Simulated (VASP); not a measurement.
Calculation: PBE GGA with D3 dispersion (zero damping), VASP's PBE PAW potentials (set 64) (plane waves; VASP).

A VASP calculation is set up with these files.

**KPOINTS**
```
Automatic mesh
0
Gamma
7 7 7
0 0 0
```

**INCAR**
```
ALGO  =  Normal
EDIFF  =  1E-6
EDIFFG  =  -0.01
ENCUT  =  520
GGA  =  PE
IBRION  =  2
ISIF  =  3
ISMEAR  =  0
IVDW  =  11
LASPH  =  .TRUE.
LCHARG  =  .FALSE.
LMAXMIX  =  4
LREAL  =  .FALSE.
LWAVE  =  .FALSE.
NELM  =  100
NSW  =  60
PREC  =  Accurate
SIGMA  =  0.05
SYSTEM  =  PbTe
```

File POSCAR:
```
PbTe
1
    0.0000000000     3.2300000000     3.2300000000
    3.2300000000     0.0000000000     3.2300000000
    3.2300000000     3.2300000000     0.0000000000
Te Pb
1 1
Direct
  0.5000000000   0.5000000000   0.5000000000
  0.0000000000   0.0000000000   0.0000000000
```

POTCAR, in this order: Te Pb_d (PBE.64 set). Program: vasp_std.

Output

File OSZICAR:
```
       N       E                     dE             d eps       ncg     rms          rms(c)
DAV:   1     0.151046913107E+03    0.15105E+03   -0.92130E+03   560   0.137E+03
DAV:   2     0.348163210842E+01   -0.14757E+03   -0.14508E+03   590   0.333E+02
DAV:   3    -0.733793109347E+01   -0.10820E+02   -0.10787E+02   746   0.974E+01
DAV:   4    -0.761222614454E+01   -0.27430E+00   -0.27422E+00   666   0.192E+01
DAV:   5    -0.762193166904E+01   -0.97055E-02   -0.97054E-02   762   0.302E+00    0.335E+00
DAV:   6    -0.750316489348E+01    0.11877E+00   -0.28562E-01   748   0.433E+00    0.209E+00
DAV:   7    -0.749998818081E+01    0.31767E-02   -0.86689E-02   672   0.168E+00    0.923E-01
DAV:   8    -0.750176371998E+01   -0.17755E-02   -0.97248E-03   614   0.117E+00    0.151E-01
DAV:   9    -0.750172696598E+01    0.36754E-04   -0.11286E-03   842   0.409E-01    0.601E-02
DAV:  10    -0.750176164940E+01   -0.34683E-04   -0.12810E-04   578   0.975E-02    0.207E-02
DAV:  11    -0.750176924852E+01   -0.75991E-05   -0.42191E-05   680   0.617E-02    0.168E-02
DAV:  12    -0.750176911107E+01    0.13745E-06   -0.24477E-06   662   0.122E-02
   1 F= -.80441266E+01 E0= -.80441266E+01  d E =-.804413E+01
       N       E                     dE             d eps       ncg     rms          rms(c)
DAV:   1    -0.769029158111E+01   -0.18852E+00   -0.56712E+00   680   0.441E+01    0.218E+00
DAV:   2    -0.754685232167E+01    0.14344E+00   -0.28842E-01   692   0.972E+00    0.826E-01
DAV:   3    -0.752026290344E+01    0.26589E-01   -0.11580E-01   692   0.569E+00    0.172E-01
DAV:   4    -0.752034528433E+01   -0.82381E-04   -0.18932E-03   572   0.486E-01    0.128E-01
DAV:   5    -0.752033732326E+01    0.79611E-05   -0.46761E-04   622   0.218E-01    0.386E-02
DAV:   6    -0.752032875194E+01    0.85713E-05   -0.45700E-05   734   0.116E-01    0.108E-02
DAV:   7    -0.752033227673E+01   -0.35248E-05   -0.24096E-06   572   0.159E-02    0.173E-03
DAV:   8    -0.752033249140E+01   -0.21467E-06   -0.13999E-07   298   0.631E-03
   2 F= -.80489194E+01 E0= -.80489194E+01  d E =-.479286E-02
       N       E                     dE             d eps       ncg     rms          rms(c)
DAV:   1    -0.752603213023E+01   -0.56999E-02   -0.26428E-01   680   0.911E+00    0.484E-01
DAV:   2    -0.751899161629E+01    0.70405E-02   -0.14337E-02   686   0.219E+00    0.180E-01
DAV:   3    -0.751776180471E+01    0.12298E-02   -0.53242E-03   692   0.122E+00    0.359E-02
DAV:   4    -0.751777380068E+01   -0.11996E-04   -0.87046E-05   560   0.980E-02    0.271E-02
DAV:   5    -0.751778374120E+01   -0.99405E-05   -0.22522E-05   632   0.462E-02    0.716E-03
DAV:   6    -0.751778367938E+01    0.61822E-07   -0.16545E-06   400   0.233E-02
   3 F= -.80493239E+01 E0= -.80493239E+01  d E =-.519733E-02
```

**OUTCAR**
```
------------------------ aborting loop because EDIFF is reached ----------------------------------------
 Edisp (eV)   -0.53154
  FORCE on cell =-STRESS in cart. coord.  units (eV):
  Direction    XX          YY          ZZ          XY          YZ          ZX
  --------------------------------------------------------------------------------------
  Total      -0.00028    -0.00028    -0.00028     0.00000     0.00000     0.00000
  in kB      -0.00644    -0.00644    -0.00644     0.00000     0.00000     0.00000
  external pressure =       -0.01 kB  Pullay stress =        0.00 kB
  volume of cell :       69.05
      direct lattice vectors                 reciprocal lattice vectors
    -0.000000000  3.256152764  3.256152764    -0.153555449  0.153555449  0.153555449
     3.256152764  0.000000000  3.256152764     0.153555449 -0.153555449  0.153555449
     3.256152764  3.256152764  0.000000000     0.153555449  0.153555449 -0.153555449
  FREE ENERGIE OF THE ION-ELECTRON SYSTEM (eV)
  ---------------------------------------------------
  free  energy   TOTEN  =        -8.0493238876 eV

  energy  without entropy=       -8.0493238876  energy(sigma->0) =       -8.04932389

 reached required accuracy - stopping structural energy minimisation
```
(Selected blocks of OUTCAR.)

CONTCAR:
```
PbTe
   1.00000000000000
    -0.0000000000000000    3.2561527637366869    3.2561527637366869
     3.2561527637366869    0.0000000000000000    3.2561527637366869
     3.2561527637366869    3.2561527637366869    0.0000000000000000
  Te              Pb
     1     1
Direct
     0.5000000000000000    0.5000000000000000    0.5000000000000000
     0.0000000000000000    0.0000000000000000    0.0000000000000000
```

Energy and stress use the plane-wave basis of the starting cell.

The compound is PbTe in the rock salt structure. This run relaxes it. Symmetry was kept, so distortions that lower it aren't found.
